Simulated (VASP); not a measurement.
Data:

```
CELL_PARAMETERS angstrom
      0.00000     2.15366     2.15366
      2.15366     0.00000     2.15366
      7.68072     7.68072     0.93394
ATOMIC_POSITIONS crystal
  Au 0.01977 0.01977 0.98517
  Au 0.98023 0.98023 0.26483
  Al 0.00699 0.00699 0.49475
  Al 0.99301 0.99301 0.75525
```

These are PBEsol GGA, VASP's PBE PAW potentials (set 64) (plane waves; VASP) values and carry that method's errors. Settings: 400 eV cut-off, 14×14×4 Γ-centred mesh, tetrahedra with Blöchl corrections, potentials Au Al.

Question: The job: Al₂Au₂ (ordered alloy cell), 4 atoms, PBEsol, static run, 400 eV, 14×14×4 Γ-centred mesh. Roughly how much core time does it take on a busy server core?

Answer: About 4 core-minutes (one run on a shared machine, a rough figure). It had 204 irreducible k-points, 18 bands, up to 1241 plane waves and 17 electronic steps.

The structure was generated: Al2Au2 was put into an ordered model structure (R-3m), which need not be its known phase. It was relaxed first.
